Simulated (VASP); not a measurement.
Output of a VASP run:

OSZICAR:
```
...
DAV:   1    -0.184315679200E+03    0.39723E-02   -0.63602E+00  1408   0.429E+00    0.450E-01
RMM:   2    -0.184323636767E+03   -0.79576E-02   -0.87727E-02  1360   0.442E-01    0.161E-01
RMM:   3    -0.184324711384E+03   -0.10746E-02   -0.11045E-02  1366   0.165E-01    0.133E-01
RMM:   4    -0.184324765351E+03   -0.53966E-04   -0.16000E-03  1398   0.705E-02    0.114E-01
RMM:   5    -0.184324707504E+03    0.57847E-04   -0.35743E-04  1359   0.326E-02    0.479E-02
RMM:   6    -0.184324720077E+03   -0.12573E-04   -0.13941E-04  1086   0.152E-02    0.210E-02
RMM:   7    -0.184324716408E+03    0.36692E-05   -0.16907E-05   850   0.706E-03
   8 F= -.18432472E+03 E0= -.18430545E+03  d E =-.106861E-01  mag=     3.0000
       N       E                     dE             d eps       ncg     rms          rms(c)
DAV:   1    -0.184325685495E+03   -0.96542E-03   -0.17860E+00  1424   0.216E+00    0.290E-01
RMM:   2    -0.184329179904E+03   -0.34944E-02   -0.38890E-02  1360   0.271E-01    0.966E-02
RMM:   3    -0.184329616500E+03   -0.43660E-03   -0.45744E-03  1361   0.101E-01    0.852E-02
RMM:   4    -0.184329647837E+03   -0.31337E-04   -0.76925E-04  1390   0.442E-02    0.755E-02
RMM:   5    -0.184329616950E+03    0.30887E-04   -0.16775E-04  1191   0.209E-02    0.299E-02
RMM:   6    -0.184329621216E+03   -0.42666E-05   -0.62423E-05   946   0.946E-03
   9 F= -.18432962E+03 E0= -.18431035E+03  d E =-.490481E-02  mag=     3.0000
       N       E                     dE             d eps       ncg     rms          rms(c)
DAV:   1    -0.184320211320E+03    0.94056E-02   -0.53623E+00  1392   0.375E+00    0.505E-01
RMM:   2    -0.184330685420E+03   -0.10474E-01   -0.11733E-01  1360   0.473E-01    0.167E-01
RMM:   3    -0.184332042225E+03   -0.13568E-02   -0.14065E-02  1365   0.177E-01    0.149E-01
RMM:   4    -0.184332123673E+03   -0.81448E-04   -0.21715E-03  1393   0.766E-02    0.130E-01
RMM:   5    -0.184332032429E+03    0.91245E-04   -0.49684E-04  1356   0.365E-02    0.479E-02
RMM:   6    -0.184332048860E+03   -0.16431E-04   -0.17521E-04  1116   0.166E-02    0.208E-02
RMM:   7    -0.184332044049E+03    0.48113E-05   -0.17987E-05   853   0.706E-03
  10 F= -.18433204E+03 E0= -.18431277E+03  d E =-.732764E-02  mag=     3.0000
       N       E                     dE             d eps       ncg     rms          rms(c)
DAV:   1    -0.184331510884E+03    0.53798E-03   -0.37176E-01  1448   0.987E-01    0.133E-01
RMM:   2    -0.184332201035E+03   -0.69015E-03   -0.76665E-03  1360   0.118E-01    0.415E-02
RMM:   3    -0.184332289344E+03   -0.88309E-04   -0.89194E-04  1357   0.443E-02    0.372E-02
RMM:   4    -0.184332296219E+03   -0.68747E-05   -0.14554E-04  1112   0.187E-02    0.324E-02
RMM:   5    -0.184332292920E+03    0.32985E-05   -0.32145E-05   899   0.980E-03
  11 F= -.18433229E+03 E0= -.18431302E+03  d E =-.757651E-02  mag=     3.0000
       N       E                     dE             d eps       ncg     rms          rms(c)
DAV:   1    -0.184331568778E+03    0.72744E-03   -0.16533E+00  1408   0.216E+00    0.246E-01
RMM:   2    -0.184333699790E+03   -0.21310E-02   -0.23763E-02  1360   0.233E-01    0.817E-02
RMM:   3    -0.184333962719E+03   -0.26293E-03   -0.28453E-03  1360   0.887E-02    0.688E-02
RMM:   4    -0.184333974208E+03   -0.11489E-04   -0.43916E-04  1389   0.375E-02    0.584E-02
RMM:   5    -0.184333957790E+03    0.16418E-04   -0.10240E-04  1143   0.180E-02    0.242E-02
RMM:   6    -0.184333959241E+03   -0.14508E-05   -0.35068E-05   948   0.813E-03
  12 F= -.18433396E+03 E0= -.18431468E+03  d E =-.166632E-02  mag=     3.0000
```

**OUTCAR**
```
------------------------ aborting loop because EDIFF is reached ----------------------------------------
  FORCE on cell =-STRESS in cart. coord.  units (eV):
  Direction    XX          YY          ZZ          XY          YZ          ZX
  --------------------------------------------------------------------------------------
  Total        7.6414868      7.6454321      7.6192952      0.0299121      0.0254765      0.0080197
  in kB        8.0867743      8.0909495      8.0632896      0.0316552      0.0269610      0.0084870
  external PRESSURE =       8.0803378 kB  Pullay stress =       0.0000000 kB
  volume of cell :     1513.96
      direct lattice vectors                 reciprocal lattice vectors
    11.482533192  0.000000000  0.000000000     0.087088797  0.000000000  0.000000000
     0.000000000 11.482533192  0.000000000     0.000000000  0.087088797  0.000000000
     0.000000000  0.000000000 11.482533192     0.000000000  0.000000000  0.087088797
  FREE ENERGIE OF THE ION-ELECTRON SYSTEM (eV)
  ---------------------------------------------------
  free  energy   TOTEN  =      -184.3339592409 eV

  energy  without entropy=     -184.2953979450  energy(sigma->0) =     -184.31467859

 total charge

# of ion       s       p       d       tot
------------------------------------------
    1        0.529   0.421   9.779  10.729
    2        0.528   0.420   9.780  10.729
    3        0.528   0.420   9.780  10.729
    4        0.530   0.419   9.780  10.729
    5        0.528   0.420   9.780  10.728
    6        0.529   0.419   9.780  10.728
    7        0.528   0.420   9.780  10.728
    8        0.528   0.420   9.780  10.728
    9        0.530   0.417   9.778  10.725
   10        0.529   0.417   9.778  10.724
   11        0.529   0.419   9.780  10.728
   12        0.529   0.417   9.778  10.724
   13        0.528   0.420   9.780  10.728
   14        0.529   0.421   9.779  10.729
   15        0.528   0.420   9.780  10.728
   16        0.528   0.420   9.780  10.728
   17        0.529   0.417   9.778  10.725
   18        0.529   0.417   9.778  10.724
   19        0.529   0.421   9.779  10.729
   20        0.529   0.417   9.778  10.725
   21        0.529   0.417   9.778  10.725
   22        0.528   0.420   9.780  10.728
   23        0.529   0.417   9.778  10.724
   24        0.529   0.417   9.778  10.724
   25        0.528   0.420   9.780  10.728
   26        0.529   0.419   9.780  10.728
   27        0.529   0.417   9.778  10.724
   28        0.528   0.420   9.780  10.729
   29        0.529   0.417   9.778  10.724
   30        0.529   0.417   9.778  10.724
   31        0.528   0.420   9.780  10.728
   32        1.442   2.407   0.026   3.875
   33        1.442   2.407   0.026   3.876
   34        1.442   2.408   0.026   3.876
   35        1.442   2.411   0.026   3.880
   36        1.442   2.410   0.025   3.877
   37        1.442   2.410   0.025   3.877
   38        1.442   2.411   0.026   3.879
   39        1.442   2.410   0.025   3.877
   40        1.455   2.364   0.024   3.844
   41        1.442   2.410   0.025   3.877
   42        1.442   2.410   0.025   3.877
   43        1.442   2.410   0.025   3.877
   44        1.442   2.411   0.026   3.879
   45        1.442   2.407   0.026   3.875
   46        1.442   2.407   0.026   3.875
   47        1.442   2.410   0.025   3.877
   48        1.455   2.364   0.024   3.843
...
```
(Selected blocks of OUTCAR.)

### POSCAR
```
Zn31Se32
1
   11.4825331920     0.0000000000     0.0000000000
    0.0000000000    11.4825331920     0.0000000000
   -0.0000000000    -0.0000000000    11.4825331920
Zn Se
31 32
Direct
  0.5000000000   0.0000000000   0.0000000000
  0.7500000000   0.2500000000   0.0000000000
  0.7500000000   0.0000000000   0.2500000000
  0.0000000000   0.0000000000   0.0000000000
  0.2500000000   0.2500000000   0.0000000000
  0.5000000000   0.5000000000   0.0000000000
  0.7500000000   0.7500000000   0.0000000000
  0.2500000000   0.0000000000   0.2500000000
  0.5000000000   0.2500000000   0.2500000000
  0.7500000000   0.5000000000   0.2500000000
  0.5000000000   0.0000000000   0.5000000000
  0.7500000000   0.2500000000   0.5000000000
  0.7500000000   0.0000000000   0.7500000000
  0.0000000000   0.5000000000   0.0000000000
  0.2500000000   0.7500000000   0.0000000000
  0.0000000000   0.2500000000   0.2500000000
  0.2500000000   0.5000000000   0.2500000000
  0.5000000000   0.7500000000   0.2500000000
  0.0000000000   0.0000000000   0.5000000000
  0.2500000000   0.2500000000   0.5000000000
  0.7500000000   0.7500000000   0.5000000000
  0.2500000000   0.0000000000   0.7500000000
  0.5000000000   0.2500000000   0.7500000000
  0.7500000000   0.5000000000   0.7500000000
  0.0000000000   0.7500000000   0.2500000000
  0.0000000000   0.5000000000   0.5000000000
  0.2500000000   0.7500000000   0.5000000000
  0.0000000000   0.2500000000   0.7500000000
  0.2500000000   0.5000000000   0.7500000000
  0.5000000000   0.7500000000   0.7500000000
  0.0000000000   0.7500000000   0.7500000000
  0.6250000000   0.1250000000   0.1250000000
  0.8750000000   0.3750000000   0.1250000000
  0.8750000000   0.1250000000   0.3750000000
  0.1250000000   0.1250000000   0.1250000000
  0.3750000000   0.3750000000   0.1250000000
  0.6250000000   0.6250000000   0.1250000000
  0.8750000000   0.8750000000   0.1250000000
  0.3750000000   0.1250000000   0.3750000000
  0.6254110000   0.3791210000   0.3785040000
  0.8750000000   0.6250000000   0.3750000000
  0.6250000000   0.1250000000   0.6250000000
  0.8750000000   0.3750000000   0.6250000000
  0.8750000000   0.1250000000   0.8750000000
  0.1250000000   0.6250000000   0.1250000000
  0.3750000000   0.8750000000   0.1250000000
  0.1250000000   0.3750000000   0.3750000000
  0.3759330000   0.6266830000   0.3753560000
  0.6250000000   0.8750000000   0.3750000000
  0.1250000000   0.1250000000   0.6250000000
  0.3760700000   0.3791300000   0.6264600000
  0.6245310000   0.6225700000   0.6284010000
  0.8750000000   0.8750000000   0.6250000000
  0.3750000000   0.1250000000   0.8750000000
  0.6250000000   0.3750000000   0.8750000000
  0.8750000000   0.6250000000   0.8750000000
  0.1250000000   0.8750000000   0.3750000000
  0.1250000000   0.6250000000   0.6250000000
  0.3750000000   0.8750000000   0.6250000000
  0.1250000000   0.3750000000   0.8750000000
  0.3750000000   0.6250000000   0.8750000000
  0.6250000000   0.8750000000   0.8750000000
  0.1250000000   0.8750000000   0.8750000000
```

Write an INCAR and KPOINTS that could have produced this output.

One answer among several that fit: the input of the run itself, PBE GGA, plane waves, VASP's PBE PAW potentials (set 64).

### KPOINTS
```
kpoints
0
Gamma
 1 1 1
```

### INCAR
```
# general
SYSTEM =Zn31Se32
PREC   =Normal
ENCUT  =400
LREAL  =Auto
LASPH  =.TRUE.
ISYM   =0
NELECT =565.0

# electronic loop
EDIFF  =1E-5
NELM   =100
NELMIN =4
ALGO   =Fast
LMAXMIX=4

# smearing
ISMEAR =0
SIGMA  =0.05

# functional
GGA    =PE

# spin
ISPIN  =2
MAGMOM =63*0.0476
NUPDOWN=3

# ions
IBRION =2
NSW    =60
ISIF   =2
EDIFFG =-0.03

# output
LWAVE  =.FALSE.
LCHARG =.FALSE.
LORBIT =10
```

POTCAR, in this order: Zn Se (PBE.64 set). Program: vasp_gam.

The cell is charged, with a uniform compensating background. The supercell is sampled at Γ alone, which is coarse: total energies, pressure and levels can be off, energies of defects by several tenths of an eV.

The cell is a supercell with a defect, built from ZnSe (zinc blende): vac_Zn, charge -1.
